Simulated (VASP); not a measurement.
Crystal: Y3F.

```
CELL_PARAMETERS angstrom
6.26665 0.00000 0.00000
-3.13333 5.42708 0.00000
0.00000 0.00000 3.36199
ATOMIC_POSITIONS crystal
Y 0.50000 0.00000 0.00000
Y 0.00000 0.50000 0.00000
Y 0.50000 0.50000 0.00000
F 0.00000 0.00000 0.00000
```

The cell was built by a generator and needn't be a form met in nature.

Base run:

| Item | Value |
| --- | --- |
| Program | VASP 6.6.1 |
| Functional | AM05 |
| Potentials or basis | VASP PAW PBE potentials, release 64 (Y_sv, F) |
| Cutoff | 520 eV |
| k mesh | 4 × 4 × 6 |
| Occupations | fermi-dirac, width 0.05 eV |
| Spin | no spin polarisation |

Its results: pressure -1.7 GPa.

Q: The run is repeated on the same cell with these changes: functional from AM05 to RPBE. What comes out?

A: Pressure 1.3 GPa.

RPBE binds less tightly than AM05, so the same cell stands under more pressure.

Caveats: the PAW data sets were made with another functional, which shifts forces and pressure a little.
